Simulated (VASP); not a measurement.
Given:

```yaml
crystal:
  lattice:
    - [4.32764, 0.00000, 0.00000]
    - [0.00000, 4.32764, 0.00000]
    - [0.00000, 0.00000, 4.32764]
  atoms:
    - { symbol: Cu, position: [0.75000, 0.25000, 0.75000] }
    - { symbol: Cu, position: [0.25000, 0.75000, 0.75000] }
    - { symbol: Cu, position: [0.75000, 0.75000, 0.25000] }
    - { symbol: Cu, position: [0.25000, 0.25000, 0.25000] }
    - { symbol: O, position: [0.00000, 0.00000, 0.00000] }
    - { symbol: O, position: [0.50000, 0.50000, 0.50000] }
```

Calculation: r2SCAN+rVV10, VASP's PBE PAW potentials (set 64) (plane waves; VASP). Numerical set-up: 520 eV cut-off, 5×5×5 Γ-centred mesh, Gaussian smearing of 0.050 eV, potentials Cu O.

Question: Give the stress tensor in GPa (positive for a compressed cell).

Answer: 
```
-6.74   0.00   0.00
 0.00  -6.74   0.00
 0.00   0.00  -6.74
```
The pressure is its mean diagonal, -6.74 GPa.

The compound is Cu2O in the cuprite structure. This cell is one point of a volume scan, at 1.06 of the reference volume.
